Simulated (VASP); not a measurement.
Set up this calculation in VASP 6.6.1, as the native input.

| Quantity | Value |
| --- | --- |
| Task | relaxation of cell and atoms |
| Functional | PBEsol |
| Potentials or basis | VASP PAW PBE potentials, release 64 (Ta_pv, N) |
| Cutoff | 600 eV |
| k mesh | 6 × 6 × 6 |
| Occupations | gaussian, width 0.1 eV |
| Spin | no spin polarisation |
| Further INCAR settings | ALGO = Normal; EDIFF = 1e-07; IBRION = 2; EDIFFG = -0.005; NSW = 90; ISIF = 3 |

The structure of TaN lies in POSCAR:

```
TaN
1.0
    0.0000000000      2.2113230000      2.2113230000
    2.2113230000      0.0000000000      2.2113230000
    2.2113230000      2.2113230000      0.0000000000
Ta N
1 1
Direct
    0.5000000000      0.5000000000      0.5000000000
    0.0000000000      0.0000000000      0.0000000000
```

The cell comes from a database or a generator and needn't be the stable form of this composition.

The input as run:

INCAR

```
ALGO = Normal ; EDIFF = 1E-7
EDIFFG = -0.005 ; ENCUT = 600
GGA = PS ; IBRION = 2
ISIF = 3 ; ISMEAR = 0
LASPH = True ; LCHARG = False
LREAL = False ; LWAVE = False
NELM = 60 ; NSW = 90
PREC = Accurate ; SIGMA = 0.1
```

KPOINTS

```
k-points
0
Gamma
  6 6 6
```

Potentials or basis: VASP PAW PBE potentials, release 64 (Ta_pv, N).

Command:

```sh
$ cat potpaw_PBE.64/Ta_pv/POTCAR potpaw_PBE.64/N/POTCAR > POTCAR
$ mpirun -np 1 vasp_std > vasp.out
```

Results of the run:

| Property | Result |
| --- | --- |
| Relaxed volume | 10.51 Å³/atom |
| Relaxed cell | a = 3.098 Å, b = 3.098 Å, c = 3.098 Å, α = 60.00°, β = 60.00°, γ = 60.00° |
| Space group after relaxing (to 0.05 Å) | Fm-3m (No. 225) |
| Energy gained by relaxing | 9.1 meV/atom |
| Ionic steps | 4 |
| Pressure after relaxing | 0.0 GPa |

Caveat: the k mesh is coarse (spacing up to 0.41 Å⁻¹), so the values aren't converged; the PAW data sets were made with another functional, which shifts forces and pressure a little.

Wall time 18 s on 1 thread of Intel(R) Xeon(R) Platinum 8488C (Sapphire Rapids) (shared host), peak memory 0.17 GiB.
